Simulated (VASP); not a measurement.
An input for Quantum ESPRESSO's pw.x (written as the equivalent of a VASP run, and not itself run):

```
&CONTROL
  calculation = 'scf'
  pseudo_dir = './pseudo'
  outdir = './out'
  tprnfor = .true.
  tstress = .true.
/
&SYSTEM
  ibrav = 0
  nat = 4
  ntyp = 3
  ecutwfc = 100
  occupations = 'smearing'
  smearing = 'gaussian'
  degauss = 0.003675
  input_dft = 'pbe'
/
&ELECTRONS
  conv_thr = 7.3e-08
  electron_maxstep = 100
/
ATOMIC_SPECIES
  Lu 174.967 Lu.upf
  Tl 204.380 Tl.upf
  Se 78.971 Se.upf
CELL_PARAMETERS angstrom
     2.0395450    1.1775320    7.7383230
    -2.0395450    1.1775320    7.7383230
     0.0000000   -2.3550640    7.7383230
ATOMIC_POSITIONS crystal
  Lu   0.0000000  0.0000000  0.0000000
  Tl   0.5000000  0.5000000  0.5000000
  Se   0.7331370  0.7331370  0.7331370
  Se   0.2668630  0.2668630  0.2668630
K_POINTS automatic
  6 6 6 0 0 0
```

Q: Write the VASP files for the same calculation (PBE).

A: One answer among several that fit: 
### POSCAR
```
LuTlSe2
8.0887560
  0.2521456946   0.1455764026   0.9566765273
 -0.2521456946   0.1455764026   0.9566765273
  0.0000000000  -0.2911528052   0.9566765273
Lu Tl Se
1 1 2
direct
  0.0000000000   0.0000000000   0.0000000000
  0.5000000000   0.5000000000   0.5000000000
  0.7331370000   0.7331370000   0.7331370000
  0.2668630000   0.2668630000   0.2668630000
```

KPOINTS:
```
Automatic mesh
0
Gamma
6 6 6
0 0 0
```

INCAR:
```
LCHARG=.FALSE.
ISMEAR=0   ! Gaussian
NELM=100
ENCUT=400   ! plane-wave cut-off (eV)
SIGMA=0.05   ! width (eV)
LASPH=.TRUE.   ! aspherical one-centre terms
SYSTEM=LuTlSe2
LWAVE=.FALSE.
LMAXMIX=6
EDIFF=1E-6
ALGO=Normal
LREAL=.FALSE.   ! projection in real space or not
PREC=Accurate
GGA=PE
ISIF=2   ! forces and stress, cell fixed
```

POTCAR, in this order: Lu_3 Tl_d Se (PBE.64 set). Program: vasp_std.

The two are equivalent in intent, not identical: the potentials are each code's own (VASP's PAW set, PseudoDojo norm-conserving files in pw.x), so ENCUT and ecutwfc are chosen apart and not converted; conv_thr bounds pw.x's estimated SCF error, while EDIFF bounds the energy change between steps.

The structure comes from a computed database's LuTlSe2 entry (R-3m); how it stands against other phases isn't given here. The cell was not relaxed at this level.
